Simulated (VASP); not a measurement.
Write the native input for VASP 6.6.1 that does the following.

```yaml
Task: single point
Functional: PBEsol
Potentials_or_basis: VASP PAW PBE potentials, release 64 (Ni, W_sv, S)
Cutoff: 350 eV
k_mesh: 3 × 3 × 2
Occupations: gaussian, width 0.03 eV
Spin: collinear spin, ferromagnetic start
Starting_moments: "[4.0, 0.0, 0.0, 0.0, 0.0, 0.0, 0.0, 0.0, 0.0, 0.0, 0.0, 0.0, 0.0, 0.0, 0.0, 0.0, 0.0, 0.0, 0.0, 0.0, 0.0, 0.0, 0.0, 0.0] μB"
Fixed_moment: 4 μB
Hubbard_terms: Ni d U = 5 eV
Dq: 0
Further_INCAR_settings: LREAL = Auto; ALGO = Normal; EDIFF = 1e-05; NBANDS = 124
```

The structure of NiW7S16 (a cell with a defect) lies in POSCAR:

```
NiW7S16
1.0
    6.3064000000      0.0000000000      0.0000000000
   -3.1532000000      5.4615026064      0.0000000000
    0.0000000000      0.0000000000     12.3230000000
Ni W S
1 7 16
Direct
    0.1666666667      0.3333333333      0.2500000000
    0.1666666667      0.8333333333      0.2500000000
    0.6666666667      0.3333333333      0.2500000000
    0.6666666667      0.8333333333      0.2500000000
    0.3333333333      0.1666666667      0.7500000000
    0.3333333333      0.6666666667      0.7500000000
    0.8333333333      0.1666666667      0.7500000000
    0.8333333333      0.6666666667      0.7500000000
    0.1666666667      0.3333333333      0.6225000000
    0.1666666667      0.8333333333      0.6225000000
    0.6666666667      0.3333333333      0.6225000000
    0.6666666667      0.8333333333      0.6225000000
    0.3333333333      0.1666666667      0.1225000000
    0.3333333333      0.6666666667      0.1225000000
    0.8333333333      0.1666666667      0.1225000000
    0.8333333333      0.6666666667      0.1225000000
    0.1666666667      0.3333333333      0.8775000000
    0.1666666667      0.8333333333      0.8775000000
    0.6666666667      0.3333333333      0.8775000000
    0.6666666667      0.8333333333      0.8775000000
    0.3333333333      0.1666666667      0.3775000000
    0.3333333333      0.6666666667      0.3775000000
    0.8333333333      0.1666666667      0.3775000000
    0.8333333333      0.6666666667      0.3775000000
```

These files were run (other wordings do the same):

INCAR

```
SYSTEM = NiW7S16
PREC = Accurate ; ENCUT = 350
EDIFF = 1E-5 ; ISMEAR = 0
SIGMA = 0.03 ; LREAL = Auto
LASPH = .True. ; NELM = 120
ALGO = Normal ; ISIF = 2
LWAVE = .False. ; LCHARG = .False.
ISPIN = 2 ; MAGMOM = 4 0 0 0 0 0 0 0 0 0 0 0 0 0 0 0 0 0 0 0 0 0 0 0
LORBIT = 11 ; NUPDOWN = 4
LMAXMIX = 4 ; LDAU = .True.
LDAUTYPE = 2 ; LDAUL = 2 -1 -1
LDAUU = 5 0 0 ; LDAUJ = 0 0 0
LDAUPRINT = 1 ; GGA = PS
NBANDS = 124 ; KPAR = 4
```

KPOINTS

```
Automatic mesh
0
Gamma
  3 3 2
  0 0 0
```

Potentials or basis: VASP PAW PBE potentials, release 64 (Ni, W_sv, S).

The run is started by

```bash
$ cat potpaw_PBE.64/Ni/POTCAR potpaw_PBE.64/W_sv/POTCAR potpaw_PBE.64/S/POTCAR > POTCAR
$ mpirun -np 4 vasp_std > vasp.out
```

Results of the run:

The pressure is -1.0 GPa. The largest force is 0.576 eV/Å, the net moment is 4.00 μB per cell and the site moments are Ni +1.34; W +0.27, +0.01; S +0.00, +0.17, +0.01 μB. The valence electrons inside the program's atomic spheres are Ni 9.24; W 12.02, 12.07; S 3.69, 3.67.

Caveat: the k mesh is coarse (spacing up to 0.38 Å⁻¹), so the values aren't converged; the PAW data sets were made with another functional, which shifts forces and pressure a little; the total moment is fixed, so each spin has its own Fermi level.

Wall time 6.6 min on 4 MPI ranks on Intel(R) Xeon(R) Platinum 8488C (Sapphire Rapids), with other jobs on the host, peak memory 0.59 GiB a rank.
